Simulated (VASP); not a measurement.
```
CELL_PARAMETERS angstrom
      4.16582    -2.27500     0.00000
      4.16582     2.27500     0.00000
      2.92342     0.00000     3.73943
ATOMIC_POSITIONS crystal
  Bi 0.23400 0.23400 0.23400
  Bi 0.76600 0.76600 0.76600
```

All values below come from LDA (Ceperley-Alder, Perdew-Zunger), VASP's LDA PAW potentials (set 64) (plane waves; VASP). Numerical set-up: 520 eV cut-off, 9×9×9 Γ-centred mesh, first-order Methfessel-Paxton smearing of 0.10 eV, potentials Bi_d.

Energy and stress use the plane-wave basis of the starting cell.

The ions, cell shape and volume are relaxed. Give the cell that the relaxation ends in.

```
CELL_PARAMETERS angstrom
      4.04559    -2.24776    -0.02337
      4.04559     2.24776    -0.02337
      2.81807     0.00000     3.67128
ATOMIC_POSITIONS crystal
  Bi 0.23725 0.23725 0.23725
  Bi 0.76275 0.76275 0.76275
```
Space group R-3m (166), at a tolerance of 0.03 Å.

How do energy and volume change from the first to the last step?

The energy (σ→0) changes by -12.7 meV/atom and the volume by -5.4 %, in 11 ionic steps.

The compound is Bi in the a7 structure. This run relaxes it. Symmetry was kept, so distortions that lower it aren't found.
